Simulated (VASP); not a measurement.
These are revPBE GGA, VASP's PBE PAW potentials (set 64) (plane waves; VASP) values and carry that method's errors.

VASP input:

POSCAR:
```
MgS
1
    0.0000000000     2.6820070446     2.6820070446
    2.6820070446     0.0000000000     2.6820070446
    2.6820070446     2.6820070446     0.0000000000
Mg S
1 1
Direct
  0.0000000000   0.0000000000   0.0000000000
  0.5000000000   0.5000000000   0.5000000000
```

INCAR:
```
SYSTEM=MgS
PREC=Accurate; ENCUT=520; LREAL=.FALSE.
LASPH=.TRUE.
EDIFF=1E-7; NELM=100; ALGO=Normal
ISMEAR=0; SIGMA=0.05
GGA=RE
ISIF=2
LWAVE=.FALSE.; LCHARG=.FALSE.
```

KPOINTS:
```
Automatic
0
G
9 9 9
0 0 0
```

POTCAR, in this order: Mg S (PBE.64 set). Program: vasp_std.

### Question
What will the output report for the number of irreducible k-points (NKPTS), largest plane-wave count, number of space-group operations, FFT grid (NGX, NGY, NGZ)?

### Answer

- number of irreducible k-points (NKPTS) = 35
- largest plane-wave count = 1049
- number of space-group operations = 48
- FFT grid (NGX, NGY, NGZ) = 28 × 28 × 28

The compound is MgS in the rock salt structure. This cell is one point of a volume scan, at 1.06 of the reference volume.
